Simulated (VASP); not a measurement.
Runs of VASP 6.6.1 on SnSe. The structure is orthorhombic, space group Pnma (No. 62). Conventional cell: a = 11.915 Å, b = 4.243 Å, c = 4.454 Å, α = 90.00°, β = 90.00°, γ = 90.00°. Around Sn (site symmetry m) lie 3 Se at 2.77 to 2.84 Å. Around Se (site symmetry m) lie 3 Sn at 2.77 to 2.84 Å. 

```tsv
task	cell	gap on the mesh (eV)	pressure (GPa)	largest force (eV/Å)
relaxation of shape and atoms at fixed volume	atoms relaxed at fixed volume from: a relaxed cell with its volume scaled by 0.98	0.89	0.5	0.01
relaxation of shape and atoms at fixed volume	atoms relaxed at fixed volume from: a relaxed cell with its volume scaled by 1.06	1.08	-1.0	0.01
relaxation of shape and atoms at fixed volume	atoms relaxed at fixed volume from: a relaxed cell with its volume scaled by 1.02	(a)	-0.4	0.01
relaxation of shape and atoms at fixed volume	atoms relaxed at fixed volume from: a relaxed cell with its volume scaled by 0.96	0.84	1.1	0.01
relaxation of cell and atoms	relaxed	(b)	0.0	-
```

Alike in all rows: level PBE; potentials or basis VASP PAW PBE potentials, release 64 (Sn, Se); no spin polarisation; k mesh 2 × 4 × 4; cutoff (eV) 300; smearing gaussian 0.03 eV.

Q: Estimate the missing entries.

A: (a) 1.00; (b) 0.96.

Caveats: spin-orbit coupling is left out, which moves the levels of the heavy elements; this functional lacks dispersion, which binds the layers, so the pressure and a relaxed spacing across them are unreliable.

A k mesh can miss the band edges, and the runs leave out spin-orbit coupling on Se, Sn.
